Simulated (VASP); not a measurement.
Given:

```yaml
crystal:
  lattice:
    - [4.12422, 0.00000, 0.00000]
    - [-2.06211, 3.57168, 0.00000]
    - [0.00000, 0.00000, 6.82785]
  atoms:
    - { symbol: Zn, position: [0.00000, 0.00000, 0.00133] }
    - { symbol: Cd, position: [0.66667, 0.33333, 0.49317] }
    - { symbol: Se, position: [0.66667, 0.33333, 0.10893] }
    - { symbol: Se, position: [0.00000, 0.00000, 0.64458] }
```

Computed with PBEsol GGA, VASP's PBE PAW potentials (set 64) (plane waves; VASP 6.6.1). Run with 400 eV cut-off, Gaussian smearing of 0.050 eV, potentials Zn Cd Se.

Estimate the band gap (along the path) with the smallest direct gap where there is one.

The band gap (along the path) is 0.65 eV and the smallest direct gap (along the path) is 0.65 eV.

The absolute energy has meaning only against runs of the same code, potentials and settings.

The structure comes from a computed database's ZnCdSe2 entry (P3m1); how it stands against other phases isn't given here. It was relaxed first, which changed the volume by -6 %.
